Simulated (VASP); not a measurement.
Band gaps of ScF$_{3}$ (space group Pm-3m) from VASP (PAW), without and with spin-orbit coupling. Semilocal levels are at their own relaxed cell, hybrids and mBJ at PBE's; 0.00 means no gap at that level.

The cell of the r2SCAN run:

```
CELL_PARAMETERS angstrom
      4.04112     0.00000     0.00000
      0.00000     4.04112     0.00000
      0.00000     0.00000     4.04112
ATOMIC_POSITIONS crystal
  Sc 0.00000 0.00000 0.00000
  F  0.50000 0.00000 0.00000
  F  0.00000 0.50000 0.00000
  F  0.00000 0.00000 0.50000
```

```json
[
 {"level": "r2SCAN", "gap without SOC (eV)": "6.97", "gap with SOC (eV)": "(withheld)", "shift (eV)": "(withheld)"}
]
```

What belongs in the gaps?

- r2SCAN, gap with SOC (eV): 6.95
- r2SCAN, shift (eV): -0.02

Only levels that ran to the end are used. Left out are those held back, those with too coarse a band path, GW runs whose mesh misses a band edge, hybrids' fits of cells that aren't cubic and levels without matching references; a question may draw on a part of the rest.

The structure comes from a measured ScF3 entry (Pm-3m) of the Crystallography Open Database, whose conditions weren't checked. It was relaxed first. Symmetry was kept, so distortions that lower it aren't found.
